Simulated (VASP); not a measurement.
NbAs:

```
Nb As
1.0
    -1.72585    1.72585    5.84000
     1.72585   -1.72585    5.84000
     1.72585    1.72585   -5.84000
Nb As
2 2
Cartesian
  0.0000 0.0000 0.0000
  0.0000 1.7258 2.9200
  0.0000 0.0000 4.8589
  1.7259 0.0000 1.9389
```

* Program: VASP 6.6.1
* Task: relaxation of cell and atoms
* Functional: PBE
* Potentials or basis: VASP PAW PBE potentials, release 64 (Nb_sv, As)
* Cutoff: 350 eV
* k mesh: 18 × 18 × 18
* Occupations: gaussian, width 0.1 eV
* Spin: no spin polarisation

At the start: pressure 3.0 GPa; volume 17.39 Å³/atom.

Q: Where does the relaxation end?

A: Over 7 steps the energy falls by 4.6 meV/atom and the volume is 17.69 Å³/atom (+1.7 %); space group I4_1md (No. 109, to 0.05 Å).

The path:
```tsv
step	energy change (eV)	largest force (eV/Å)	pressure (GPa)	volume (Å³)
1	0.0000	0.2983	3.01	69.58
2	0.0135	0.0605	-4.58	72.92
3	-0.0165	0.1316	-0.41	70.97
4	-0.0182	0.0117	0.07	70.76
5	-0.0182	0.0081	0.01	70.79
6	-0.0184	0.0035	-0.01	70.78
7	-0.0185	0.0000	-0.02	70.77
```

Final structure:
```
Nb As
1.0
    -1.73623    1.73623    5.86898
     1.73623   -1.73623    5.86898
     1.73623    1.73623   -5.86898
Nb As
2 2
Cartesian
  0.0000 0.0000 11.7247
  0.0000 1.7362 2.9212
  0.0000 0.0000 4.8963
  1.7362 0.0000 1.9618
```

Caveat: the cutoff is under 1.25 times the usual one of these potentials, so pressure, stress and relaxed cells hold a basis-set (Pulay) error.
